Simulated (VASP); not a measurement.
Computed with PBE GGA with D3 dispersion (zero damping), VASP's PBE PAW potentials (set 64) (plane waves; VASP).

VASP ran on this input.

### POSCAR
```
Re
2.7526760
  0.5000000553  -0.8660254584   0.0000000000
  0.5000000553   0.8660254584   0.0000000000
  0.0000000000   0.0000000000   1.6200642729
Re
2
Cart
  0.5000000553   0.2886757301   0.4050160682
  0.5000000553  -0.2886757301   1.2150482047
```

### INCAR
```
ALGO  =  Normal
EDIFF  =  1E-7
ENCUT  =  520
GGA  =  PE
ISIF  =  2
ISMEAR  =  -5
IVDW  =  11
LASPH  =  T
LCHARG  =  T
LMAXMIX  =  6
LORBIT  =  11
LREAL  =  F
LWAVE  =  F
NEDOS  =  601
NELM  =  100
PREC  =  Accurate
SYSTEM  =  Re
```

KPOINTS:
```
Automatic mesh
0
Gamma
17 17 9
0 0 0
```

POTCAR, in this order: Re (PBE.64 set). Program: vasp_std.

The run wrote:

OUTCAR:
```
 ion  position               nearest neighbor table
   1  0.333  0.667  0.250-   2 2.74   2 2.74   2 2.74   2 2.74   2 2.74   2 2.74
   2  0.667  0.333  0.750-   1 2.74   1 2.74   1 2.74   1 2.74   1 2.74   1 2.74
  LATTYP: Found a hexagonal cell.
 ALAT       =     2.7526762062
 C/A-ratio  =     1.6200641515
 Subroutine PRICEL returns:
 Original cell was already a primitive cell.
 Subroutine GETGRP returns: Found 24 space group operations
The static configuration has the point symmetry D_3d.
 The point group associated with its full space group is D_6h.
The dynamic configuration has the point symmetry D_3d.
 Subroutine INISYM returns: Found 24 space group operations
 Subroutine IBZKPT returns following result:
 Found    165 irreducible k-points:

 Following reciprocal coordinates:
            Coordinates               Weight
  0.000000  0.000000  0.000000      1.000000
  0.058824  0.000000  0.000000      6.000000
  0.117647  0.000000  0.000000      6.000000
  0.176471 -0.000000  0.000000      6.000000
  0.235294  0.000000  0.000000      6.000000
  0.294118 -0.000000  0.000000      6.000000
  0.352941  0.000000  0.000000      6.000000
...
```

### OSZICAR
```
       N       E                     dE             d eps       ncg     rms          rms(c)
DAV:   1     0.311059455696E+02    0.31106E+02   -0.70329E+03  6509   0.160E+03
DAV:   2    -0.189522776386E+02   -0.50058E+02   -0.42876E+02  5649   0.324E+02
DAV:   3    -0.258323390084E+02   -0.68801E+01   -0.56563E+01  6106   0.271E+02
DAV:   4    -0.262116272855E+02   -0.37929E+00   -0.34552E+00  6715   0.290E+01
DAV:   5    -0.262261613065E+02   -0.14534E-01   -0.13400E-01  6321   0.334E+00    0.432E+01
DAV:   6    -0.252029032627E+02    0.10233E+01   -0.10138E+00  6791   0.314E+01    0.178E+01
DAV:   7    -0.248506386785E+02    0.35226E+00   -0.72057E-01  7019   0.257E+01    0.644E-01
DAV:   8    -0.248382978304E+02    0.12341E-01   -0.99920E-03  7137   0.121E+00    0.199E-01
DAV:   9    -0.248376652237E+02    0.63261E-03   -0.53527E-04  6983   0.237E-01    0.374E-02
DAV:  10    -0.248376865399E+02   -0.21316E-04   -0.42554E-05  5909   0.744E-02    0.118E-02
DAV:  11    -0.248376980109E+02   -0.11471E-04   -0.39008E-06  7213   0.407E-02    0.318E-03
DAV:  12    -0.248376972922E+02    0.71869E-06   -0.59838E-08  3401   0.110E-02    0.158E-03
DAV:  13    -0.248376973039E+02   -0.11668E-07   -0.31797E-08  3183   0.523E-03
   1 F= -.26009511E+02 E0= -.26009511E+02  d E =0.000000E+00
```

### OUTCAR
```
------------------------ aborting loop because EDIFF is reached ----------------------------------------
 Edisp (eV)   -1.17181
  FORCE on cell =-STRESS in cart. coord.  units (eV):
  Direction    XX          YY          ZZ          XY          YZ          ZX
  --------------------------------------------------------------------------------------
  Total       0.07000     0.07000    -0.14876     0.00000    -0.00000     0.00000
  in kB       3.83270     3.83270    -8.14466     0.00000    -0.00000     0.00000
  external pressure =       -0.16 kB  Pullay stress =        0.00 kB
  volume of cell :       29.26
      direct lattice vectors                 reciprocal lattice vectors
     1.376338152 -2.383887495  0.000000000     0.363282816 -0.209741442  0.000000000
     1.376338152  2.383887495  0.000000000     0.363282816  0.209741442  0.000000000
     0.000000000  0.000000000  4.459512043     0.000000000  0.000000000  0.224239780
 POSITION                                       TOTAL-FORCE (eV/Angst)
 -----------------------------------------------------------------------------------
      1.37634      0.79463      1.11488         0.000000     -0.000000      0.000000
      1.37634     -0.79463      3.34463        -0.000000      0.000000      0.000000
 -----------------------------------------------------------------------------------
    total drift:                               -0.000000      0.000008     -0.000017
  FREE ENERGIE OF THE ION-ELECTRON SYSTEM (eV)
  ---------------------------------------------------
  free  energy   TOTEN  =       -26.0095106091 eV

  energy  without entropy=      -26.0095106091  energy(sigma->0) =      -26.00951061

 total charge

# of ion       s       p       d       tot
------------------------------------------
    1        0.630   0.686   4.856   6.172
    2        0.630   0.686   4.856   6.172
--------------------------------------------------
tot          1.261   1.371   9.712  12.344
```
(Selected blocks of OUTCAR.)

For a metal the tetrahedron method with Blöchl corrections gives inexact stress and forces.

The compound is Re in the hcp structure. It was relaxed first.
